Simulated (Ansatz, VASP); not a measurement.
## Be (Beryllium): VASP beside Ansatz

Wanted: the spread between two codes on one cell, functional and k mesh. The cell is taken from a series of runs on this material, whose earlier steps may have relaxed, scaled, displaced or heated it; both programs get it as it stands.

Main program and level: Ansatz 0.2.0; plane waves, with VASP 6.6.1 beside it; zone-centre phonons at PBEsol.

## Step 1: The starting structure

Symmetry: P6_3/mmc, No. 194, hexagonal system. Conventional cell: a = 2.261 Å, b = 2.261 Å, c = 3.446 Å, α = 90.00°, β = 90.00°, γ = 120.00°. Nearest to Be lie 12 Be at 2.16 to 2.26 Å.

## Step 2: VASP: zone-centre phonons, PBEsol, pair 1

Second derivatives magnify differences that forces hide, and they need a tight electronic threshold.

Lines of VASP's logs that name or quote its potential files are left out, and so is its time.

File INCAR:

```
SYSTEM = Be
PREC = Accurate
ENCUT = 600
EDIFF = 1E-08
NELM = 120
ISMEAR = 1
SIGMA = 0.2
LREAL = .FALSE.
ALGO = Normal
GGA = PS
NBANDS = 8
LORBIT = 11
LWAVE = .FALSE.
LCHARG = .FALSE.
ISIF = 2
IBRION = 8
LASPH = .TRUE.
GGA_COMPAT = .FALSE.
KPAR = 2
```

File POSCAR:

```
Be
1.0
    2.2608629264      0.0000000000      0.0000000000
   -1.1304314632      1.9579647288      0.0000000000
    0.0000000000      0.0000000000      3.4460740046
Be
2
Direct
    0.3333333332      0.6666666668      0.2500000000
    0.6666666668      0.3333333332      0.7500000000
```

File KPOINTS:

```
Automatic mesh
0
Gamma
24 24 12
0 0 0
```

PAW data sets: Be (PBE family, release 64).

Command:

```sh
$ mpirun -np 2 vasp_std
```

Numbers of over 12 decimals in the logs are rounded to 6 here.

Output:

```text
[banner, memory and clock lines left out]
running    2 mpi-ranks, on    1 nodes
 distrk:  each k-point on    1 cores,    2 groups
 distr:  one band on    1 cores,    1 groups

 POSCAR found type information on POSCAR Be
 POSCAR found :  1 types and       2 ions
|                                                                             |
|               ----> ADVICE to this user running VASP <----                  |
|                                                                             |
|     You enforced a specific xc type in the INCAR file but a different       |
|     [... a line on the potential file left out ...]
|     I HOPE YOU KNOW WHAT YOU ARE DOING!                                     |
|                                                                             |

 LDA part: xc-table for (Slater+PW92), standard interpolation
 POSCAR, INCAR and KPOINTS ok, starting setup
 FFT: planning ... GRIDC
 FFT: planning ... GRID_SOFT
 FFT: planning ... GRID
 WAVECAR not read
 entering main loop
       N       E                     dE             d eps       ncg     rms          rms(c)
DAV:   1    -0.302556226468E+01   -0.30256E+01   -0.19902E+03  6896   0.465E+02
DAV:   2    -0.799494217043E+01   -0.49694E+01   -0.47851E+01 10744   0.565E+01
DAV:   3    -0.801287286829E+01   -0.17931E-01   -0.17881E-01  7456   0.303E+00
DAV:   4    -0.801288374681E+01   -0.10879E-04   -0.10879E-04 10440   0.837E-02
DAV:   5    -0.801288374763E+01   -0.82314E-09   -0.10598E-08  7520   0.441E-04    0.131E+00
DAV:   6    -0.798655455804E+01    0.26329E-01   -0.35056E-03  7176   0.653E-01    0.798E-01
DAV:   7    -0.797565631842E+01    0.10898E-01   -0.49571E-03  8040   0.666E-01    0.184E-02
DAV:   8    -0.797565466398E+01    0.16544E-05   -0.15968E-05  7800   0.322E-02    0.722E-03
DAV:   9    -0.797565525500E+01   -0.59102E-06   -0.52453E-07  9200   0.509E-03    0.446E-04
DAV:  10    -0.797565526951E+01   -0.14504E-07   -0.32116E-10  7648   0.147E-04    0.178E-04
DAV:  11    -0.797565526987E+01   -0.36354E-09   -0.94402E-11  4256   0.870E-05
   1 F= -.79756553E+01 E0= -.79757545E+01  d E =0.297547E-03
 Linear response reoptimize wavefunctions to high precision
DAV:   1    -0.797565526892E+01    0.94587E-09   -0.33965E-12  5296   0.199E-05
DAV:   2    -0.797565526892E+01   -0.28422E-13   -0.20121E-13  3416   0.438E-06
 Linear response DOF=           2
 Linear response progress:
  Degree of freedom:   1/  2
       N       E                     dE             d eps       ncg     rms          rms(c)
RMM:   1    -0.675588296877E-02   -0.67559E-02   -0.23155E-03 71718   0.286E-01
RMM:   2    -0.674494431737E-02    0.10939E-04   -0.22786E-05 51416   0.300E-02    0.264E-02
RMM:   3    -0.674934906482E-02   -0.44047E-05   -0.10426E-06 51873   0.611E-03    0.157E-02
RMM:   4    -0.677779433520E-02   -0.28445E-04   -0.21048E-06 51958   0.851E-03    0.351E-04
RMM:   5    -0.677776097486E-02    0.33360E-07    0.84063E-10 53144   0.420E-04    0.135E-04
RMM:   6    -0.677774816159E-02    0.12813E-07    0.47412E-10 52794   0.554E-05    0.488E-06
RMM:   7    -0.677774132259E-02    0.68390E-08    0.11398E-09 51414   0.385E-06    0.196E-06
 first order change of Fermi-energy   0.17089E-05
 force on displaced ion       1 direction 1 :  -4.099   0.000   0.000
 Linear response progress:
  Degree of freedom:   2/  2
       N       E                     dE             d eps       ncg     rms          rms(c)
RMM:   1    -0.173787586139E-01   -0.17379E-01    0.20040E-02 25237   0.654E-01
RMM:   2    -0.153367085931E-01    0.20421E-02    0.25397E-04 16251   0.895E-02    0.110E-01
RMM:   3    -0.146909282758E-01    0.64578E-03    0.98976E-04 16008   0.918E-02    0.418E-02
RMM:   4    -0.149175741436E-01   -0.22665E-03    0.25298E-04 16520   0.539E-02    0.421E-03
RMM:   5    -0.149597472384E-01   -0.42173E-04   -0.34239E-05 17187   0.382E-03    0.609E-04
RMM:   6    -0.149580445621E-01    0.17027E-05   -0.56029E-06 17145   0.384E-04    0.682E-05
RMM:   7    -0.149573389257E-01    0.70564E-06   -0.10735E-06 17643   0.402E-05    0.166E-05
RMM:   8    -0.149572793084E-01    0.59617E-07    0.16103E-08 17002   0.138E-05    0.720E-07
RMM:   9    -0.149572813897E-01   -0.20813E-08    0.10857E-09 16526   0.177E-06    0.241E-07
 first order change of Fermi-energy   0.17887E-04
 force on displaced ion       1 direction 3 :   0.000   0.000  -9.899
 Linear response finished
```

From OUTCAR (step 2):

```text
ion  position               nearest neighbor table
   1  0.333  0.667  0.250-   2 2.16   2 2.16   2 2.16   2 2.16   2 2.16   2 2.16
   2  0.667  0.333  0.750-   1 2.16   1 2.16   1 2.16   1 2.16   1 2.16   1 2.16

  LATTYP: Found a hexagonal cell.
 ALAT       =     2.2608629264
 C/A-ratio  =     1.5242295162

 Subroutine GETGRP returns: Found 24 space group operations
 (whereof 12 operations were pure point group operations)

The static configuration has the point symmetry D_3d.
 The point group associated with its full space group is D_6h.

 Found    427 irreducible k-points:

   k-points           NKPTS =    427   k-points in BZ     NKDIM =    427   number of bands    NBANDS=      8

   dimension x,y,z NGX =    18 NGY =   18 NGZ =   28
   dimension x,y,z NGXF=    36 NGYF=   36 NGZF=   56

   ENCUT  =  600.0 eV  44.10 Ry    6.64 a.u.   4.52  4.52  6.88*2*pi/ulx,y,z

   NELECT =       4.0000    total number of electrons

 k-points in reciprocal lattice and weights: Automatic mesh
   0.00000000  0.00000000  0.00000000       0.000
   0.04166667 -0.00000000  0.00000000       0.001
   0.08333333  0.00000000  0.00000000       0.001
   0.12500000  0.00000000  0.00000000       0.001
   0.16666667  0.00000000  0.00000000       0.001
   0.20833333  0.00000000  0.00000000       0.001
   0.25000000  0.00000000  0.00000000       0.001
   0.29166667  0.00000000  0.00000000       0.001
   0.33333333  0.00000000  0.00000000       0.001
[...]
0.33333333  0.29166667  0.50000000       0.002
   0.33333333  0.33333333  0.50000000       0.000

 average (electrostatic) potential at core
       1 -32.4984       2 -32.4984

  Total        0.0397696      0.0397696      1.1995226      0.0000000      0.0000000      0.0000000
  in kB        4.1769437      4.1769437    125.9839752      0.0000000      0.0000000      0.0000000
  external PRESSURE =      44.7792875 kB  Pullay stress =       0.0000000 kB

  energy-cutoff  :      600.00
  volume of cell :       15.25
      direct lattice vectors                 reciprocal lattice vectors
     2.260862926  0.000000000  0.000000000     0.442308991  0.255367215  0.000000000
    -1.130431463  1.957964729  0.000000000     0.000000000  0.510734430  0.000000000
     0.000000000  0.000000000  3.446074005     0.000000000  0.000000000  0.290185295

 POSITION                                       TOTAL-FORCE (eV/Angst)
 -----------------------------------------------------------------------------------
     -0.00000      1.30531      0.86152         0.000000      0.000000      0.000000
      1.13043      0.65265      2.58456        -0.000000     -0.000000      0.000000
 -----------------------------------------------------------------------------------
    total drift:                                0.000000     -0.000000      0.000000

 Eigenvectors and eigenvalues of the dynamical matrix
 ----------------------------------------------------

   1 f  =   23.170145 THz   145.582312 2PiTHz  772.872833 cm-1    95.823975 meV
             X         Y         Z           dx          dy          dz
     -0.000000  1.305310  0.861519     0.000000    0.000000    0.707107
      1.130431  0.652655  2.584556     0.000000   -0.000000   -0.707107

   2 f  =   14.909858 THz    93.681399 2PiTHz  497.339320 cm-1    61.662189 meV
             X         Y         Z           dx          dy          dz
     -0.000000  1.305310  0.861519     0.000000   -0.707107    0.000000
      1.130431  0.652655  2.584556     0.000000    0.707107   -0.000000

   3 f  =   14.909858 THz    93.681399 2PiTHz  497.339320 cm-1    61.662189 meV
             X         Y         Z           dx          dy          dz
     -0.000000  1.305310  0.861519     0.707107    0.000000    0.000000
      1.130431  0.652655  2.584556    -0.707107    0.000000    0.000000

   4 f  =    0.000000 THz     0.000000 2PiTHz    0.000001 cm-1     0.000000 meV
             X         Y         Z           dx          dy          dz
     -0.000000  1.305310  0.861519     0.000000   -0.688052    0.163049
      1.130431  0.652655  2.584556     0.000000   -0.688052    0.163049

   5 f  =    0.000000 THz     0.000000 2PiTHz    0.000000 cm-1     0.000000 meV
             X         Y         Z           dx          dy          dz
     -0.000000  1.305310  0.861519    -0.707107    0.000000    0.000000
      1.130431  0.652655  2.584556    -0.707107    0.000000    0.000000

   6 f/i=    0.000000 THz     0.000002 2PiTHz    0.000009 cm-1     0.000001 meV
             X         Y         Z           dx          dy          dz
     -0.000000  1.305310  0.861519     0.000000   -0.163049   -0.688052
      1.130431  0.652655  2.584556     0.000000   -0.163049   -0.688052

 ELASTIC MODULI CONTR FROM IONIC RELAXATION (kBar)
 Direction    XX          YY          ZZ          XY          YZ          ZX
 --------------------------------------------------------------------------------
 XX        -235.8120    235.8120      0.0000     -0.0000      0.0000      0.0000
 YY         235.8120   -235.8120     -0.0000      0.0000      0.0000      0.0000
 ZZ           0.0000     -0.0000     -0.0000     -0.0000      0.0000      0.0000
 XY          -0.0000      0.0000     -0.0000   -235.8120      0.0000      0.0000
 YZ           0.0000      0.0000      0.0000      0.0000      0.0000      0.0000
 ZX           0.0000      0.0000      0.0000      0.0000      0.0000      0.0000
 --------------------------------------------------------------------------------
```

## Step 3: Ansatz: zone-centre phonons, PBEsol, pair 1

Ansatz runs on its PAW soft_1 files.

The same cell, functional, mesh and smearing now go to Ansatz, which takes its cutoff from its data sets.

File input.yaml:

```yaml
crystal:
  lattice:
    - [2.2608629264, 0.0, 0.0]
    - [-1.1304314632, 1.9579647288, 0.0]
    - [0.0, 0.0, 3.4460740046]
  atoms:
    - { symbol: Be, position: [0.3333333332, 0.6666666668, 0.25] }
    - { symbol: Be, position: [0.6666666668, 0.3333333332, 0.75] }
kpoints:
  mp_grid: { grid: [24, 24, 12] }
hamiltonian:
  xc: pbesol
  pseudopotentials: { kind: paw, azcp: { folder: soft_1 }, xc_functional: pbe }
scf:
  occupations: { method: methfessel_paxton, width: 0.2 }
output:
  eigenvalues: true
phonons:
  method: dfpt
```

Command:

```sh
$ ansatz run input.yaml --threads 4 --pin off --max-ram 10240MiB --backend cpu --events-out ev --progress --plain --runs-dir out
```

Output:

```text
zone centre: on kpoints.mp_grid the ground state, and the responses unless they are solved on pairs of k-points, stand on 1099 of the mesh's 6912 k-points, reduced under 4 symmetry operations, with k and −k counted as one. Each operation leaves every solved displacement unchanged or reverses it
Engine: ansatz 0.2.0, aarch64-unknown-linux-gnu
Pseudopotentials: kind: paw
Pseudopotential: Be, paw, valence charge 2, recommended cutoff 420 eV (normal), soft_1/Be.paw.azcp
Functional definition: PBEsol
  exchange = pbesol_x
  correlation = pbesol_c
Crystal: 2 atoms, lattice volume = 15.255 Å³
Basis set: ecut = 420 eV, 299 PW (Γ), exchange–correlation on 32×32×48 points (8 copies of the dense FFT grid, shifted against one another)
Bands: 6, of which v1, the nominal top of the filled ones, is band 2 counted from 1 (1 counted from 0)
Symmetry: 24 space group operations
k-points: 1099 of 6912 (irreducible under 4 space group operations, time reversal used)
Non-local potential: Be, projectors of the file, l = 0: 2, l = 1: 2, l = 2: 1
PAW form: soft (Blöchl's): semilocal exchange-correlation on the pseudo side does not see the compensation charge
PAW frozen core: Be, regenerated for the run's functional, and the local potential with it (the file was generated under x = pbe(κ = 0.804, μ = 0.219515), c = pbe(β = 0.066725))
PAW one-centre angular grid: Be, 110 points (default); XC on 64 Gauss nodes
Initial density: superposition of atomic densities (chi_scale 0.1, normalization cell)
Initial wavefunctions: pseudopotential atomic-orbital guess
Functional: x = pbesol(κ = 0.804, μ = 0.123457), c = pbesol(β = 0.046)
SCF iter   1: F=—  HF=-180.701682 eV  |F-HF|=—  |Δ(HF+E_count)|=         —  Δρ=1.61e-2  dr2=2.98e-2  ethr=3.10e-3  ⟨swp⟩=4.5  Hψ=53650  notcnv=0
preconditioner: auto → none  [metal: Δε(μ)=0.020 eV  Ē_g=13.146 eV  σ=0.200 eV  W_gap=0.09  n_scr=2 (ndim 8)  ℏωp=19.0 eV  f_vac=0.000  D(μ)=0.16/eV (n_scr^D=0)  sad-step TF]
SCF iter   2: F=—  HF=-180.685750 eV  |F-HF|=—  |Δ(HF+E_count)|=   1.59e-2  S|Δr|=    0.00e0  Δρ=9.79e-3  dr2=1.12e-2  ethr=7.44e-4  ⟨swp⟩=1.0  Hψ=15386  notcnv=0
SCF iter   3: F=—  HF=-180.681406 eV  |F-HF|=—  |Δ(HF+E_count)|=   4.34e-3  S|Δr|=    0.00e0  Δρ=4.85e-4  dr2=3.09e-5  ethr=2.81e-4  ⟨swp⟩=1.0  Hψ=6591  notcnv=0
SCF iter   4: F=—  HF=-180.681390 eV  |F-HF|=—  |Δ(HF+E_count)|=   1.54e-5  S|Δr|=    0.00e0  Δρ=3.59e-5  dr2=1.26e-7  ethr=7.74e-7  ⟨swp⟩=1.0  Hψ=6664  notcnv=0
SCF iter   5: F=—  HF=-180.681390 eV  |F-HF|=—  |Δ(HF+E_count)|=   1.90e-8  S|Δr|=    0.00e0  Δρ=7.35e-6  dr2=5.13e-9  ethr=3.16e-9  ⟨swp⟩=1.8  Hψ=8143  notcnv=0
SCF iter   6: F=-180.681390 eV  HF=-180.681390 eV  |F-HF|=2.05e-12  |Δ(HF+E_count)|=   2.05e-9  S|Δr|=    0.00e0  Δρ=2.40e-7  dr2=7.01e-12  ethr=1.00e-12  ⟨swp⟩=4.0  Hψ=23166  notcnv=0
SCF 1 converged in 6 iterations: F = -180.681390 eV  dr2 = 7.01e-12
  greatest PAW one-centre occupation: 0.368 electrons in one spin orbital (limit 2), on the Be atom at site 1 (counted from 0), in its partial waves of l = 0
DFPT response loops at Γ: preconditioner auto → Kerker (q_TF=auto, 2.183 Å⁻¹) (partly filled bands, converged f_vac=0.000); β = 1.00, the filter's whole step (`scf.mixing.beta` (0.50) is not read by the response loops under this deck's `scf.mixing.preconditioner`; to damp them name `kerker` or `kerker_dos`, under which they read `scf.mixing.beta`, and type it under 1.00, their step now; both keys bind the ground state too); Broyden in place of MSR1
SCF converged after 6 iterations
Stability not checked: this state was not tested for a lower state beside it, because cold or Methfessel-Paxton smearing, or corrected tetrahedra, fill the levels in a way that the test cannot read (fill_not_monotonic; see scf.lower_state_search)
Free energy (F): -180.681390 eV
Harris-Foulkes:  -180.681390 eV  (|F-HF|=2.05e-12)
Internal energy: -180.681691 eV  (E = F + TS)
E sigma→0 (E₀):  -180.681465 eV
Entropy (-TS):   0.000301 eV (0.150 meV/atom)
Fermi energy:    8.283051 eV
--- Per-component energies (eV) ---
  E_band       = 13.066076
  E_kinetic    = 43.727684
  E_local      = 6.581342  (includes V_loc(G=0)·N_el)
  E_nonlocal   = 7.713284
  E_hartree    = 0.090208
  E_xc         = -40.987520
  E_vxc        = -42.076738  (∫ρ·V_xc dr)
  E_paw        = -113.369881  (= ΣΔE_a)
  E_vpaw       = -3.059910  (= ΣTr[D̂ρ^β])
  E_aug_tail   = -0.000001  (compensation charges beyond the density's cutoff)
  E_ewald      = -84.455869
  E_core_change = 0.019063  (= ΣΔE_core)
  E_smearing   = 0.000301  (= −TS)
  E_closure    = 0.000000  (closes the sum)
  Σ components = -180.681390   (vs F -180.681390, Δ=0.00e0)
--- Band table (eV; the first three rows and the last of 1099) ---
  k-point 0: bands = ["-3.0937", "4.1770", "10.2464", "24.2017", "24.2017", "27.2997"]
  k-point 1: bands = ["-3.0303", "3.8018", "10.7731", "24.2630", "24.2630", "27.2858"]
  k-point 2: bands = ["-2.8401", "2.9353", "12.0920", "24.4440", "24.4440", "27.2307"]
  k-point 1098: bands = ["4.4008", "4.4008", "11.8874", "11.8874", "16.0850", "16.0850"]
--- Phonons (Γ-DFPT): 2 representative perturbations + reference, on 1099 of 6912 k-points (Σ response iterations 6) ---
  k mesh reduced under 4 symmetry operations, with k and −k counted as one. Each operation leaves every solved displacement unchanged or reverses it
  ASR residual: 3.894e-6 → 0.000e0 eV/Å²; symmetrization residual: 5.329e-15 eV/Å²
  ASR residual per site (eV/Å²): 3.89e-6 3.89e-6
  Γ frequencies (cm⁻¹): 0.00 0.00 0.00 496.93 496.93 766.14
  non-analytic LO–TO correction: not included (Born effective charges unavailable; polar crystals: no LO–TO splitting at Γ)
```

In the SCF lines HF is the Harris–Foulkes energy and dr2 the Hartree energy of the density residual, in eV; the loop may stop once dr2 is under the threshold and the program's other checks hold. Hψ counts applications of the Hamiltonian.

## Step 4: Comparison

Known differences besides the potentials themselves: the cutoff is 420 eV in Ansatz and 600 eV in VASP; Ansatz makes its cores anew for this functional, VASP keeps those of its PBE data sets. Total energies have different zeros and are not compared.

Compared:

```
                  quantity  Ansatz   VASP  difference
optical mode 1 to 2 (cm⁻¹)   496.9  497.3     -0.08 %
     optical mode 3 (cm⁻¹)   766.1  772.9     -0.87 %
```

Modes are paired by rising frequency, not by their patterns, so a pair may set unlike modes beside each other; they are those without the splitting of longitudinal modes.

[end of part 1 of 2]

[Lines on the potential files, build, host, timing and source positions are cut from VASP's logs without a mark.]

[Logs are printed without paths, hosts, clocks, repeated set-up lines and the standing remarks that a program may print on its own settings, such as how far it seeks lower states.]

[Hosts, paths, dates, database ids (printed as entryN), source tags and the programs' standing remarks are cut or masked in the printed files.]
